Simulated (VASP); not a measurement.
Calculation: PBEsol GGA, VASP's PBE PAW potentials (set 64) (plane waves; VASP).

VASP ran on this input.

**INCAR**
```
LASPH  =  .TRUE.
NELM  =  100
ENCUT  =  300   # plane-wave cut-off (eV)
EDIFF  =  1E-6
GGA  =  PS
LWAVE  =  .FALSE.
ISYM  =  0
ISMEAR  =  0
LMAXMIX  =  4
ALGO  =  Normal   # blocked Davidson
SYSTEM  =  GaP
ISIF  =  2
LREAL  =  .FALSE.   # projection in real space or not
LCHARG  =  .FALSE.
SIGMA  =  0.02   # width (eV)
PREC  =  Accurate
```

File POSCAR:
```
GaP
1
    0.0000000000     2.7070020000     2.7070020000
    2.7070020000     0.0000000000     2.7070020000
    2.7070020000     2.7070020000     0.0000000000
Ga P
1 1
Direct
  0.0000000000   0.0000000000   0.0000000000
  0.2500000000   0.2500000000   0.2500000000
```

**KPOINTS**
```
Automatic
0
gamma
9 9 9
```

POTCAR, in this order: Ga_d P (PBE.64 set). Program: vasp_std.

The run wrote:

OSZICAR:
```
       N       E                     dE             d eps       ncg     rms          rms(c)
DAV:   1     0.613968867185E+02    0.61397E+02   -0.72530E+03  9690   0.150E+03
DAV:   2    -0.590381544951E+01   -0.67301E+02   -0.65197E+02 10475   0.256E+02
DAV:   3    -0.101425560068E+02   -0.42387E+01   -0.42234E+01 11855   0.621E+01
DAV:   4    -0.102088168160E+02   -0.66261E-01   -0.66239E-01 11586   0.817E+00
DAV:   5    -0.102103297458E+02   -0.15129E-02   -0.15129E-02 12162   0.991E-01    0.429E+00
DAV:   6    -0.996330278699E+01    0.24703E+00   -0.43633E-01 14832   0.139E+01    0.274E+00
DAV:   7    -0.992264867184E+01    0.40654E-01   -0.99305E-02 12757   0.266E+00    0.102E+00
DAV:   8    -0.991970327318E+01    0.29454E-02   -0.13262E-02 11145   0.162E+00    0.165E-01
DAV:   9    -0.991984382081E+01   -0.14055E-03   -0.11074E-03 13965   0.549E-01    0.660E-02
DAV:  10    -0.991986259902E+01   -0.18778E-04   -0.62428E-05 11871   0.811E-02    0.264E-02
DAV:  11    -0.991988789597E+01   -0.25297E-04   -0.26554E-05 10820   0.607E-02    0.387E-03
DAV:  12    -0.991988787332E+01    0.22651E-07   -0.13232E-06  8742   0.178E-02
   1 F= -.99198879E+01 E0= -.99198879E+01  d E =-.532845E-24
```

### OUTCAR
```
------------------------ aborting loop because EDIFF is reached ----------------------------------------
  FORCE on cell =-STRESS in cart. coord.  units (eV):
  Direction    XX          YY          ZZ          XY          YZ          ZX
  --------------------------------------------------------------------------------------
  Total        0.2356372      0.2356379      0.2356353     -0.0000166     -0.0000180     -0.0000173
  in kB        9.5160950      9.5161226      9.5160155     -0.0006716     -0.0007258     -0.0006970
  external PRESSURE =       9.5160777 kB  Pullay stress =       0.0000000 kB
  volume of cell :       39.67
      direct lattice vectors                 reciprocal lattice vectors
     0.000000000  2.707002000  2.707002000    -0.184706180  0.184706180  0.184706180
     2.707002000  0.000000000  2.707002000     0.184706180 -0.184706180  0.184706180
     2.707002000  2.707002000  0.000000000     0.184706180  0.184706180 -0.184706180
  FREE ENERGIE OF THE ION-ELECTRON SYSTEM (eV)
  ---------------------------------------------------
  free  energy   TOTEN  =        -9.9198878733 eV

  energy  without entropy=       -9.9198878733  energy(sigma->0) =       -9.91988787
```
(Selected blocks of OUTCAR.)

At this cut-off the stress carries a Pulay error, which pulls relaxed volumes low.

The structure comes from a computed database's GaP entry; how it stands against other phases isn't given here. The cell was not relaxed at this level. The run is one of a series of settings (ISYM = 0 against the base run), some of them coarse on purpose.
